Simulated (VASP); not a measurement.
Method: RPBE GGA, VASP's PBE PAW potentials (set 64) (plane waves; VASP).

Input for VASP

### KPOINTS
```
kpoints
0
G
7 7 6
0 0 0
```

**INCAR**
```
SYSTEM=Ga
PREC=Accurate; ENCUT=520; LREAL=.FALSE.
LASPH=.TRUE.
EDIFF=1E-6; NELM=100; ALGO=Normal
LMAXMIX=4
ISMEAR=1; SIGMA=0.1
GGA=RP
IBRION=2; NSW=60; ISIF=3
EDIFFG=-0.02
LWAVE=.FALSE.; LCHARG=.FALSE.
```

**POSCAR**
```
Ga
1
    2.3397511110    -3.9150915842    -0.0000000000
    2.3397511110     3.9150915842     0.0000000000
    0.0000000000    -0.0000000000     4.6319491895
Ga
4
Direct
  0.1557290101   0.8442709899   0.9190778663
  0.3442709899   0.6557290101   0.4190778663
  0.6557290101   0.3442709899   0.5809221337
  0.8442709899   0.1557290101   0.0809221337
```

POTCAR, in this order: Ga_d (PBE.64 set). Program: vasp_std.

Q: What does the run give for the energy per atom (σ→0), volume per atom, band gap (on the k-mesh)?

A: 
The energy per atom (σ→0) is -2.548 eV/atom and the band gap (on the k-mesh) is none (metal, semimetal or under 0.01 eV). The volume per atom comes out as 21.15 Å³/atom.

File OSZICAR:
```
...
DAV:   1    -0.102015405807E+02   -0.79004E-02   -0.14844E-01  4836   0.398E+00    0.551E-01
DAV:   2    -0.101959539610E+02    0.55866E-02   -0.21015E-02  4787   0.210E+00    0.276E-01
DAV:   3    -0.101939667580E+02    0.19872E-02   -0.26538E-03  5264   0.621E-01    0.655E-02
DAV:   4    -0.101938988128E+02    0.67945E-04   -0.99166E-04  4180   0.283E-01    0.176E-02
DAV:   5    -0.101938949652E+02    0.38477E-05   -0.72951E-05  5006   0.760E-02    0.380E-03
DAV:   6    -0.101938950736E+02   -0.10847E-06   -0.17141E-05  4652   0.488E-02    0.228E-03
DAV:   7    -0.101938948006E+02    0.27300E-06   -0.21073E-06  2478   0.178E-02
   8 F= -.10193895E+02 E0= -.10193638E+02  d E =-.254423E-03
```

The compound is Ga in the alpha structure. This run relaxes it. Symmetry was kept, so distortions that lower it aren't found. The start is the result of an earlier pass.
